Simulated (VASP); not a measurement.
Given:

```yaml
crystal:
  lattice:
    - [1.71651, -2.97308, 0.00000]
    - [1.71651, 2.97308, 0.00000]
    - [0.00000, 0.00000, 5.47694]
  atoms:
    - { symbol: Tl, position: [0.33333, 0.66667, 0.25000] }
    - { symbol: Tl, position: [0.66667, 0.33333, 0.75000] }
```

The numbers are results of PBE GGA, VASP's PBE PAW potentials (set 64) (plane waves; VASP), not measurements. Settings: 300 eV cut-off, 8×8×4 Γ-centred mesh, Gaussian smearing of 0.050 eV, potentials Tl_d.

At this cut-off the stress carries a Pulay error, which pulls relaxed volumes low.

**Question.** Give the stress tensor in GPa (positive for a compressed cell).

**Answer.** 
```
4.31  0.00  0.00
0.00  4.31  0.00
0.00  0.00  4.15
```
The pressure is its mean diagonal, 4.26 GPa.

The structure is a typed Tl crystal (P6_3/mmc). The cell was not relaxed at this level.
